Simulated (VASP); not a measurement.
**Ta2SiO3: relaxation of cell and atoms with PBE**

The system is Ta2SiO3.

```
Ta Si O
1.0
     3.26625    0.00000    0.00000
     0.00000    3.26625    0.00000
     0.00000    0.00000    7.19586
Ta Si O
2 1 3
Direct
  0.00000 0.50000 0.73150
  0.50000 0.00000 0.26850
  0.00000 0.00000 0.00000
  0.00000 0.50000 0.38350
  0.50000 0.00000 0.61650
  0.50000 0.50000 0.00000
```

The cell was built by a generator and needn't be a form met in nature.

```yaml
Program: VASP 6.6.1
Task: relaxation of cell and atoms
Functional: PBE
Potentials_or_basis: VASP PAW PBE potentials, release 64 (Ta_pv, Si, O)
Cutoff: 520 eV
k_mesh: 4 × 4 × 2
Occupations: gaussian, width 0.15 eV
Spin: no spin polarisation
Further_INCAR_settings: PREC = Normal; ALGO = Fast; EDIFF = 0.0001; IBRION = 2; EDIFFG = -0.08; NSW = 24; ISIF = 3
```

- Relaxed volume: 11.35 Å³/atom
- Relaxed cell: a = 2.947 Å, b = 2.947 Å, c = 7.844 Å, α = 90.00°, β = 90.00°, γ = 90.00°
- Space group after relaxing (to 0.05 Å): P-4m2 (No. 115)
- Energy gained by relaxing: 258.4 meV/atom
- Ionic steps: 14
- Pressure after relaxing: 0.3 GPa
- Largest force after relaxing: 0.057 eV/Å
- Band gap on the k mesh: none (metal or under the smearing width)

Forces in eV/Å, atoms in the order of the input:
```
Ta   0.000  0.000 -0.002
Ta   0.000  0.000  0.002
Si   0.000  0.000  0.000
O    0.000  0.000 -0.057
O    0.000  0.000  0.057
O    0.000  0.000  0.000
```

Stress tensor (GPa, compression positive):
```
0.11 0.00 0.00
0.00 0.11 0.00
0.00 0.00 0.66
```

The path:
| step | energy change (eV) | largest force (eV/Å) | pressure (GPa) | volume (Å³) |
| --- | --- | --- | --- | --- |
| 1 | 0.0000 | 2.6660 | -14.68 | 76.77 |
| 2 | -0.7672 | 1.7937 | 16.65 | 64.46 |
| 3 | -0.8353 | 2.1555 | 7.84 | 66.85 |
| 4 | -1.2014 | 0.4614 | 3.76 | 67.54 |
| 5 | -1.2049 | 0.4416 | 3.55 | 67.63 |
| 6 | -1.2501 | 0.4008 | -3.82 | 70.06 |
| 7 | -1.2508 | 0.4203 | -3.22 | 69.80 |
| 8 | -1.3105 | 0.3511 | -3.38 | 69.76 |
| 9 | -1.4953 | 0.1118 | -3.96 | 69.55 |
| 10 | -1.0280 | 2.1838 | -2.70 | 68.68 |
| 11 | -1.5160 | 0.2993 | -4.14 | 69.46 |
| 12 | -1.5205 | 0.0833 | 5.59 | 66.53 |
| 13 | -1.5450 | 0.1675 | 0.71 | 67.91 |
| 14 | -1.5506 | 0.0567 | 0.29 | 68.12 |

Final structure:
```
Ta Si O
1.0
     2.94682    0.00000    0.00000
     0.00000    2.94682    0.00000
     0.00000    0.00000    7.84437
Ta Si O
2 1 3
Direct
  0.00000 0.50000 0.70219
  0.50000 0.00000 0.29781
  0.00000 0.00000 0.00000
  0.00000 0.50000 0.40078
  0.50000 0.00000 0.59922
  0.50000 0.50000 0.00000
```

Levels at points of the mesh, in eV from the Fermi level:
```
           k point  band 18  band 19  band 20  band 21  band 22  band 23  band 24  band 25  band 26
(0.00, 0.00, 0.00)    -5.05    -5.05    -3.91    -3.75    -0.27     0.00     0.19     1.69     1.69
(0.50, 0.00, 0.00)    -6.01    -3.78    -2.04    -2.00    -0.49     0.05     0.90     0.91     1.69
(0.50, 0.50, 0.00)    -6.35    -5.89    -2.83     0.47     0.94     0.94     1.50     1.55     1.55
(0.00, 0.00, 0.50)    -5.04    -5.04    -4.22    -3.41    -0.77    -0.03     1.19     1.87     1.87
(0.50, 0.00, 0.50)    -6.06    -4.22    -1.83    -1.35    -0.48     0.03     0.33     1.00     1.63
(0.50, 0.50, 0.50)    -6.14    -5.94    -2.74    -0.08    -0.08     0.27     1.70     2.56     2.56
```

Wall time 71 s on 2 MPI ranks on Intel(R) Xeon(R) Platinum 8488C (Sapphire Rapids), with other jobs on the host, peak memory 0.14 GiB a rank.

Caveat: the k mesh is coarse (spacing up to 0.48 Å⁻¹), so the values aren't converged; the relaxation stopped at a loose force limit of 0.08 eV/Å, so its end isn't a converged minimum. The run has no spin-orbit coupling, so splittings on Ta are missing.
